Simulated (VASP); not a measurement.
These are PBE GGA with D3 dispersion (Becke-Johnson damping), VASP's PBE PAW potentials (set 64) (plane waves; VASP) values and carry that method's errors.

Input for VASP

### POSCAR
```
Re
1
    1.3800000000    -2.3902300000     0.0000000000
    1.3800000000     2.3902300000     0.0000000000
    0.0000000000     0.0000000000     4.4600000000
Re
2
Direct
  0.3333330000   0.6666670000   0.2500000000
  0.6666670000   0.3333330000   0.7500000000
```

INCAR:
```
EDIFFG=-0.01
IVDW=12   # D3, Becke-Johnson
ISIF=3   # ions, shape and volume
LASPH=T
LMAXMIX=6   # l cut-off of mixed one-centre charges
ISMEAR=1   # Methfessel-Paxton
SYSTEM=Re
LWAVE=F
SIGMA=0.1
ALGO=Normal   # blocked Davidson
PREC=Accurate
ENCUT=520   # plane-wave cut-off (eV)
IBRION=2
NSW=60
LCHARG=F
LREAL=F   # projection in real space or not
GGA=PE
NELM=100
EDIFF=1E-6   # SCF stop (eV)
```

### KPOINTS
```
Automatic mesh
0
Gamma
14 14 8
0 0 0
```

POTCAR, in this order: Re (PBE.64 set). Program: vasp_std.

Unless said otherwise, spin-orbit coupling is left out, though it shifts the bands of the heavy elements here.

### Question
Estimate the energy per atom (σ→0), dispersion energy, volume per atom, band gap (on the k-mesh).

### Answer

| Quantity | Result |
|---|---|
| energy per atom (σ→0) | -13.079 eV/atom |
| dispersion energy | -1.316 eV |
| band gap (on the k-mesh) | none (metal, semimetal or under 0.01 eV) |
| volume per atom | 14.65 Å³/atom |

### OSZICAR
```
...
DAV:   4    -0.248419254374E+02    0.36276E-07   -0.87609E-07  1936   0.152E-02
   6 F= -.26158321E+02 E0= -.26158637E+02  d E =-.802169E-05
       N       E                     dE             d eps       ncg     rms          rms(c)
DAV:   1    -0.248418964454E+02    0.29028E-04   -0.19346E-03  3999   0.166E+00    0.253E-02
DAV:   2    -0.248418797859E+02    0.16659E-04   -0.22884E-05  4776   0.662E-02    0.122E-02
DAV:   3    -0.248418748635E+02    0.49224E-05   -0.70541E-06  2919   0.476E-02    0.415E-03
DAV:   4    -0.248418749417E+02   -0.78221E-07   -0.83230E-07  1581   0.314E-02
   7 F= -.26158338E+02 E0= -.26158646E+02  d E =-.245617E-04
```

The compound is Re in the hcp structure. This run relaxes it. Symmetry was kept, so distortions that lower it aren't found.
